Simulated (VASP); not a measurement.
# PmTe (P-6m2) in VASP: further runs

The runs below take PmTe through single point, with LDA+U.

All numbers are computed with VASP 6.6.1; they aren't measurements. Logs are shortened: lines on timing, memory, paths and dates and some standing lists are left out, and cuts for length are marked.

## (1) Starting point

The structure is hexagonal, space group P-6m2 (No. 187). The conventional cell has a = 4.181 Å, b = 4.181 Å, c = 4.081 Å, α = 90.00°, β = 90.00°, γ = 120.00°. Around Pm (site symmetry -6m2) lie 6 Te at 3.16 Å. Around Te (site symmetry -6m2) lie 6 Pm at 3.16 Å.

The cell comes from a database or a generator and needn't be the stable form of this composition.

## (2) Single point, LDA+U, collinear spin, ferromagnetic start

INCAR

```
PREC = Accurate
ENCUT = 520
EDIFF = 1E-6
ISMEAR = 0
SIGMA = 0.05
LREAL = F
LASPH = T
NELM = 100
ALGO = Fast
ISIF = 2
LWAVE = F
LCHARG = F
ISPIN = 2
MAGMOM = 4 0
LORBIT = 11
LMAXMIX = 6
LDAU = T
LDAUTYPE = 2
LDAUL = 3 -1
LDAUU = 6 0
LDAUJ = 0 0
LDAUPRINT = 1
GGA = CA
```

KPOINTS

```
regular mesh
0
Gamma
  5 5 5
```

POSCAR

```
PmTe
1.0
    4.1812492200      0.0000000000      0.0000000000
   -2.0906246100      3.6210680400      0.0000000000
    0.0000000000      0.0000000000      4.0806920800
Pm Te
1 1
Direct
    0.0000000000      0.0000000000      0.0000000000
    0.6666666667      0.3333333333      0.5000000000
```

Potentials or basis: VASP PAW PBE potentials, release 64 (Pm, Te).

On the command line:

```bash
> cat potpaw_PBE.64/Pm/POTCAR potpaw_PBE.64/Te/POTCAR > POTCAR
> mpirun -np 1 vasp_std > vasp.out
```

OUTCAR:

```text
PREC = Accurate
   ENCUT = 520
   EDIFF = 1E-6
   ISMEAR = 0
   LREAL = F
   LASPH = T
   NELM = 100
   ISIF = 2
   ISPIN = 2
   LORBIT = 11
   GGA = CA

 ion  position               nearest neighbor table
   1  0.000  0.000  0.000-   2 3.16   2 3.16   2 3.16   2 3.16   2 3.16   2 3.16
   2  0.667  0.333  0.500-   1 3.16   1 3.16   1 3.16   1 3.16   1 3.16   1 3.16

  LATTYP: Found a hexagonal cell.
 ALAT       =     4.1812492200
 C/A-ratio  =     0.9759504553

  Lattice vectors:

 A1 = (   4.1812492200,   0.0000000000,   0.0000000000)
 A2 = (  -2.0906246100,   3.6210680400,   0.0000000000)
 A3 = (   0.0000000000,   0.0000000000,   4.0806920800)

Analysis of symmetry for initial positions (statically):
=====================================================================
 Subroutine PRICEL returns:
 Original cell was already a primitive cell.

 Routine SETGRP: Setting up the symmetry group for a
 hexagonal supercell.

 Subroutine GETGRP returns: Found 12 space group operations
 (whereof 12 operations were pure point group operations)
 out of a pool of 24 trial point group operations.

The static configuration has the point symmetry D_3h.

Analysis of symmetry for dynamics (positions and initial velocities):
=====================================================================
 Subroutine PRICEL returns:
 Original cell was already a primitive cell.

 Routine SETGRP: Setting up the symmetry group for a
 hexagonal supercell.

 Subroutine GETGRP returns: Found 12 space group operations
 (whereof 12 operations were pure point group operations)
 out of a pool of 24 trial point group operations.

The dynamic configuration has the point symmetry D_3h.

Analysis of structural, dynamic, and magnetic symmetry:
=====================================================================
 Subroutine PRICEL returns:
 Original cell was already a primitive cell.

 Routine SETGRP: Setting up the symmetry group for a
 hexagonal supercell.

 Subroutine GETGRP returns: Found 12 space group operations
 (whereof 12 operations were pure point group operations)
 out of a pool of 24 trial point group operations.

The overall configuration has the point symmetry D_3h.

 Subroutine INISYM returns: Found 12 space group operations
 (whereof 12 operations are pure point group operations),
 and found     1 'primitive' translations

----------------------------------------------------------------------------------------

                                     Primitive cell

  volume of cell :      61.7841

  direct lattice vectors                    reciprocal lattice vectors
     4.181249220  0.000000000  0.000000000     0.239162974  0.138080808  0.000000000
    -2.090624610  3.621068040  0.000000000     0.000000000  0.276161616  0.000000000
     0.000000000  0.000000000  4.080692080     0.000000000  0.000000000  0.245056471

  length of vectors
     4.181249220  4.181249216  4.080692080     0.276161615  0.276161616  0.245056471

  position of ions in fractional coordinates (direct lattice)
     0.000000000  0.000000000  0.000000000
     0.666666667  0.333333333  0.500000000

  ion indices of the primitive-cell ions
   primitive index   ion index
                 1           1
                 2           2

----------------------------------------------------------------------------------------

 KPOINTS: regular mesh

Automatic generation of k-mesh.
 Grid dimensions read from file:
 generate k-points for:    5    5    5

 Generating k-lattice:

  Cartesian coordinates                     Fractional coordinates (reciprocal lattice)
     0.047832595  0.027616162  0.000000000     0.200000000  0.000000000  0.000000000
     0.000000000  0.055232323  0.000000000     0.000000000  0.200000000  0.000000000
     0.000000000  0.000000000  0.049011294     0.000000000  0.000000000  0.200000000

[... 66 lines left out ...]
     AMIX_MAG =   1.60;   BMIX_MAG =  1.00
  volume/ion in A,a.u.               =      30.89       208.47
  Fermi-wavevector in a.u.,A,eV,Ry     =   1.142499  2.159010 17.759731  1.305303
  Thomas-Fermi vector in A             =   2.279196
   LORBIT       =     11    0 simple, 1 ext, 2 COOP (PROOUT), +10 PAW based schemes
 LDA+U is selected, type is set to LDAUTYPE =  2
   angular momentum for each species LDAUL =     3   -1
   U (eV)           for each species LDAUU =   6.0  0.0
   J (eV)           for each species LDAUJ =   0.0  0.0
   GGA     = CA    functional components
   LHFCALC =     F    Hartree Fock is set to
   AEXX    =    0.0000 exact exchange contribution
   IVDW    =     0    specifies the selected vdW correction
   LEPSILON=     F    determine dielectric tensor
   LRPA    =     F    only Hartree local field effects (RPA)
 spin polarized calculation
 RMM-DIIS sequential band-by-band and
 Gauss-broadening in eV      SIGMA  =   0.05
  energy-cutoff  :      520.00
  volume of cell :       61.78
 maximum number of plane-waves:      1677
 NGX is ok and might be reduce to    32
[... 36 lines left out ...]
  o =  0.0744  v = -0.0000 -0.0000  1.0000  0.0000 -0.0000  0.0000 -0.0000  0.0000  0.0000  0.0000  0.0000  0.0000  0.0000  0.0000      0.0000  0.0000  0.0000  0.0000  0.0000  0.0000  0.0000  0.0000  0.0000  0.0000  0.0000  0.0000  0.0000  0.0000
  o =  0.0744  v = -0.0000 -0.0000  0.0000 -0.0000  1.0000 -0.0000  0.0000  0.0000  0.0000  0.0000  0.0000  0.0000  0.0000  0.0000      0.0000  0.0000  0.0000  0.0000  0.0000  0.0000  0.0000  0.0000  0.0000  0.0000  0.0000  0.0000  0.0000  0.0000
  o =  0.9812  v =  0.0000  0.0000 -0.0000  0.0000 -0.0000  0.0000  1.0000  0.0000  0.0000  0.0000  0.0000  0.0000  0.0000  0.0000      0.0000  0.0000  0.0000  0.0000  0.0000  0.0000  0.0000  0.0000  0.0000  0.0000  0.0000  0.0000  0.0000  0.0000
  o =  0.9816  v = -0.0000  0.0000  0.0000 -1.0000  0.0000 -0.0000  0.0000  0.0000  0.0000  0.0000  0.0000  0.0000  0.0000  0.0000      0.0000  0.0000  0.0000  0.0000  0.0000  0.0000  0.0000  0.0000  0.0000  0.0000  0.0000  0.0000  0.0000  0.0000
  o =  0.9825  v = -0.0000 -0.9996 -0.0000  0.0000 -0.0000 -0.0297  0.0000  0.0000  0.0000  0.0000  0.0000  0.0000  0.0000  0.0000      0.0000  0.0000  0.0000  0.0000  0.0000  0.0000  0.0000  0.0000  0.0000  0.0000  0.0000  0.0000  0.0000  0.0000
  o =  0.9825  v =  0.0000 -0.0297 -0.0000 -0.0000  0.0000  0.9996  0.0000  0.0000  0.0000  0.0000  0.0000  0.0000  0.0000  0.0000      0.0000  0.0000  0.0000  0.0000  0.0000  0.0000  0.0000  0.0000  0.0000  0.0000  0.0000  0.0000  0.0000  0.0000

 number of electron      20.9999998 magnetization       4.7919989

 Free energy of the ion-electron system (eV)
  ---------------------------------------------------
  ext. energy  EPLUGINS =         0.00000000
  ---------------------------------------------------
  free energy    TOTEN  =       -13.18807979 eV

  energy without entropy =      -13.18603245  energy(sigma->0) =      -13.18705612

 E-fermi :   6.9878     XC(G=0): -10.1082

 val. band max:        6.9348090779   @ k =   0.4000   0.2000   0.2000
 cond. band min:       7.0134896698   @ k =   0.2000   0.2000   0.0000
 fundamental gap:      0.0786805919
 Fermi energy:         6.9878315864

 spin component 1

 k-point     1 :       0.0000    0.0000    0.0000
  band No.  band energies     occupation
      1     -32.8084      1.00000
      2     -13.1460      1.00000
      3     -13.0703      1.00000
      4     -13.0703      1.00000
      5      -5.2149      1.00000
      6       1.3898      1.00000
[... 261 lines left out ...]
      2     -13.3003      1.00000
      3     -13.2689      1.00000
      4     -13.1553      1.00000
      5      -4.2371      1.00000
      6       1.4164      1.00000
[... 8 lines left out ...]
     15       7.4029      0.00000
     16       7.7240      0.00000
 Fermi energy:         6.9878315864

 spin component 2

 k-point     1 :       0.0000    0.0000    0.0000
  band No.  band energies     occupation
      1     -30.9637      1.00000
      2     -11.7589      1.00000
      3     -11.6140      1.00000
      4     -11.6140      1.00000
      5      -5.1434      1.00000
      6       4.9226      1.00000
[... 262 lines left out ...]
      3     -11.8479      1.00000
      4     -11.7100      1.00000
      5      -4.1899      1.00000
      6       2.8374      1.00000
[... 8 lines left out ...]
     15      10.3514      0.00000
     16      10.5152      0.00000

------------------------ aborting loop because EDIFF is reached ----------------------------------------

  FORCE on cell =-STRESS in cart. coord.  units (eV):
  Direction    XX          YY          ZZ          XY          YZ          ZX
  --------------------------------------------------------------------------------------
  -------------------------------------------------------------------------------------
  Total       -0.4754752     -0.4754752     -0.4290262      0.0000000     -0.0000000      0.0000000
  in kB      -12.3299666    -12.3299665    -11.1254558      0.0000000     -0.0000000      0.0000000
  external PRESSURE =     -11.9284630 kB  Pullay stress =       0.0000000 kB

 VOLUME and BASIS-vectors are now :
 -----------------------------------------------------------------------------
  energy-cutoff  :      520.00
  volume of cell :       61.78
      direct lattice vectors                 reciprocal lattice vectors
     4.181249220  0.000000000  0.000000000     0.239162974  0.138080808  0.000000000
    -2.090624610  3.621068040  0.000000000     0.000000000  0.276161616  0.000000000
     0.000000000  0.000000000  4.080692080     0.000000000  0.000000000  0.245056471

 POSITION                                       TOTAL-FORCE (eV/Angst)
 -----------------------------------------------------------------------------------
      0.00000      0.00000      0.00000        -0.000000     -0.000000      0.000000
      2.09062      1.20702      2.04035         0.000000      0.000000      0.000000
 -----------------------------------------------------------------------------------
    total drift:                               -0.000000      0.000000      0.000000

  FREE ENERGIE OF THE ION-ELECTRON SYSTEM (eV)
  ---------------------------------------------------
  free  energy   TOTEN  =       -13.1880797944 eV

  energy  without entropy=      -13.1860324531  energy(sigma->0) =      -13.18705612

 total charge

# of ion       s       p       d       f       tot
--------------------------------------------------
    1        1.993   5.549   0.608   4.111  12.260
    2        1.348   2.126   0.029   0.000   3.503
--------------------------------------------------
tot          3.341   7.674   0.637   4.111  15.763

 magnetization (x)

# of ion       s       p       d       f       tot
--------------------------------------------------
    1       -0.003   0.017   0.210   4.077   4.300
    2       -0.005  -0.044   0.013   0.000  -0.036
--------------------------------------------------
tot         -0.008  -0.027   0.222   4.077   4.264
```

Wall time 56 s (1 thread of Intel Xeon 6975P-C (Granite Rapids), shared host); peak memory 0.19 GiB.

Results:

- Free energy: -13.1881 eV
- Pressure: -1.2 GPa
- Band gap on the k mesh: none (metal or under the smearing width)
- Net moment: 4.79 μB per cell
- Site moments: Pm +4.30; Te -0.04 μB
- Valence electrons inside the program's atomic spheres: Pm 12.26; Te 3.50

Eigenvalues of the final occupation matrices:
```tsv
site	spin	trace	eigenvalues
site 1 f	1	4.10	0.02 0.07 0.07 0.98 0.98 0.98 0.98
site 1 f	2	0.02	0.00 0.00 0.00 0.00 0.00 0.00 0.00
```

Caveat: the magnetic or orbital state may not be the lowest; the PAW data sets were made with another functional, which shifts forces and pressure a little; spin-orbit coupling is left out, which moves the levels of the heavy elements; the U is typed as a test and isn't derived for this compound.

## (3) Single point, LDA+U, collinear spin, antiferromagnetic start

This run uses another cell than the first one: it holds 4 atoms, not 2.

INCAR

```
SYSTEM = PmTe
ALGO = Normal ; EDIFF = 1E-6
ENCUT = 520 ; GGA = CA
ISIF = 2 ; ISMEAR = 0
ISPIN = 2 ; LASPH = .TRUE.
LCHARG = .FALSE. ; LDAU = .TRUE.
LDAUJ = 0 0 ; LDAUL = 3 -1
LDAUPRINT = 1 ; LDAUTYPE = 2
LDAUU = 6 0 ; LMAXMIX = 6
LORBIT = 11 ; LREAL = .FALSE.
LWAVE = .FALSE. ; MAGMOM = 4 -4 0 0
NBANDS = 33 ; NELM = 100
PREC = Accurate ; SIGMA = 0.05
```

KPOINTS

```
k-points
0
G
  5 5 5
  0 0 0
```

POSCAR

```
PmTe
1.0
   -2.0906246100      3.6210680400      4.0806920800
    4.1812492200      0.0000000000      4.0806920800
    2.0906246100      3.6210680400      0.0000000000
Pm Te
2 2
Direct
    0.0000000000      0.0000000000      0.0000000000
    0.5000000000      0.5000000000      0.5000000000
    0.0833333333      0.4166666667      0.2500000000
    0.5833333333      0.9166666667      0.7500000000
```

Potentials or basis: VASP PAW PBE potentials, release 64 (Pm, Te).

On the command line:

```bash
> cat potpaw_PBE.64/Pm/POTCAR potpaw_PBE.64/Te/POTCAR > POTCAR
> mpirun -np 1 vasp_std > vasp.out
```

It took 5.8 min on 1 thread of Intel Xeon 6975P-C (Granite Rapids), shared host; peak memory 0.34 GiB.

Results (log left out):

```
Free energy                                           : -26.5018 eV
Pressure                                              : 5.2 GPa
Largest force                                         : 0.004 eV/Å
Band gap on the k mesh                                : 0.14 eV
Net moment                                            : 0.00 μB per cell
Site moments                                          : Pm +4.84, -4.84; Te +0.00 μB
Valence electrons inside the program's atomic spheres : Pm 12.66; Te 3.55
```

Forces on the atoms (eV/Å):
```
Pm   0.003 -0.002  0.000
Pm   0.003 -0.002  0.000
Te  -0.003  0.002  0.000
Te  -0.003  0.002  0.000
```

Stress tensor (GPa, compression positive):
```
5.76 0.01 0.00
0.01 5.78 0.00
0.00 0.00 4.00
```

Levels at points of the mesh, in eV from the valence-band top:
Spin up:
| k point | band 18 | band 19 | band 20 | band 21 | band 22 | band 23 | band 24 | band 25 |
| --- | --- | --- | --- | --- | --- | --- | --- | --- |
| (0.00, 0.00, 0.00) | -0.46 | -0.44 | -0.40 | -0.02 | 0.14 | 1.23 | 2.55 | 3.71 |
Spin down:
```csv
k point,band 19,band 20,band 21,band 22,band 23,band 24
"(0.00, 0.00, 0.00)",-0.44,-0.40,-0.02,0.14,1.23,2.55
```

Eigenvalues of the final occupation matrices:
| site | spin | trace | eigenvalues |
| --- | --- | --- | --- |
| site 1 f | 1 | 4.83 | 0.00 0.00 0.95 0.97 0.97 0.97 0.97 |
| site 1 f | 2 | 0.01 | 0.00 0.00 0.00 0.00 0.00 0.00 0.00 |
| site 2 f | 1 | 0.01 | 0.00 0.00 0.00 0.00 0.00 0.00 0.00 |
| site 2 f | 2 | 4.83 | 0.00 0.00 0.95 0.97 0.97 0.97 0.97 |

Caveat: the magnetic or orbital state may not be the lowest; the PAW data sets were made with another functional, which shifts forces and pressure a little; spin-orbit coupling is left out, which moves the levels of the heavy elements; an odd mesh through Γ misses points on the zone boundary, where band edges often lie; the U is typed as a test and isn't derived for this compound.

## (4) Single point, LDA+U, collinear spin, zero start

INCAR

```
SYSTEM = PmTe
PREC = Accurate
ENCUT = 520
EDIFF = 1E-6
ISMEAR = 0
SIGMA = 0.05
LREAL = .False.
LASPH = .True.
NELM = 150
ALGO = Normal
ISIF = 2
LWAVE = .False.
LCHARG = .False.
ISPIN = 2
MAGMOM = 0 0
LORBIT = 11
LMAXMIX = 6
LDAU = .True.
LDAUTYPE = 2
LDAUL = 3 -1
LDAUU = 6 0
LDAUJ = 0 0
LDAUPRINT = 1
GGA = CA
```

KPOINTS

```
regular mesh
0
Gamma
  5 5 5
  0 0 0
```

POSCAR

```
PmTe
1.0
    4.1812492200      0.0000000000      0.0000000000
   -2.0906246100      3.6210680400      0.0000000000
    0.0000000000      0.0000000000      4.0806920800
Pm Te
1 1
Direct
    0.0000000000      0.0000000000      0.0000000000
    0.6666666667      0.3333333333      0.5000000000
```

On the command line:

```bash
> cat potpaw_PBE.64/Pm/POTCAR potpaw_PBE.64/Te/POTCAR > POTCAR
> mpirun -np 1 vasp_std > vasp.out
```

It took 27 s on 1 thread of Intel Xeon 6975P-C (Granite Rapids), shared host; peak memory 0.19 GiB.

It converged, with:

```yaml
Free_energy: -10.8446 eV
Pressure: 3.9 GPa
Band_gap_on_the_k_mesh: none (metal or under the smearing width)
Net_moment: 1.09 μB per cell
Site_moments: Pm +1.04; Te -0.01 μB
Valence_electrons_inside_the_program's_atomic_spheres: Pm 12.60; Te 3.54
```

Stress tensor (GPa, compression positive):
```
4.47 0.00 0.00
0.00 4.47 0.00
0.00 0.00 2.82
```

Levels at points of the mesh, in eV from the Fermi level:
Spin up:
```csv
k point,band 7,band 8,band 9,band 10,band 11,band 12,band 13,band 14
"(0.00, 0.00, 0.00)",-1.86,-1.63,-0.66,-0.66,-0.46,0.20,2.04,3.67
```
Spin down:
| k point | band 6 | band 7 | band 8 | band 9 | band 10 | band 11 | band 12 | band 13 | band 14 |
| --- | --- | --- | --- | --- | --- | --- | --- | --- | --- |
| (0.00, 0.00, 0.00) | -1.79 | -1.79 | -1.18 | -0.36 | -0.18 | -0.03 | 2.47 | 3.94 | 3.94 |

Eigenvalues of the final occupation matrices:
```csv
site,spin,trace,eigenvalues
site 1 f,1,2.88,0.00 0.00 0.00 0.00 0.94 0.97 0.97
site 1 f,2,1.86,0.00 0.00 0.00 0.00 0.00 0.92 0.93
```

Caveat: the magnetic or orbital state may not be the lowest; the PAW data sets were made with another functional, which shifts forces and pressure a little; spin-orbit coupling is left out, which moves the levels of the heavy elements; the U is typed as a test and isn't derived for this compound.

## (5) The runs side by side

| spin | supercell matrix | gap on the mesh (eV) | pressure (GPa) | moment (μB) |
| --- | --- | --- | --- | --- |
| collinear, ferromagnetic start | - | none | -1.2 | 4.79 |
| collinear, antiferromagnetic start | [0, 1, 1, 1, 0, 1, 1, 1, 0] | 0.14 | 5.2 | 0.00 |
| collinear, zero start | - | none | 3.9 | 1.09 |

Alike in all rows: task single point; level LDA+U; potentials or basis VASP PAW PBE potentials, release 64 (Pm, Te); Pm f U = 6 eV; cell as given; k mesh 5 × 5 × 5; cutoff (eV) 520; smearing gaussian 0.05 eV.

On the cell as given the gap runs from zero (LDA+U) to 0.14 eV (LDA+U).

Caveats: the magnetic or orbital state may not be the lowest; the PAW data sets were made with another functional, which shifts forces and pressure a little; spin-orbit coupling is left out, which moves the levels of the heavy elements; the U is typed as a test and isn't derived for this compound; an odd mesh through Γ misses points on the zone boundary, where band edges often lie (some runs).

Absolute energies hang on the potentials; compare differences alone.
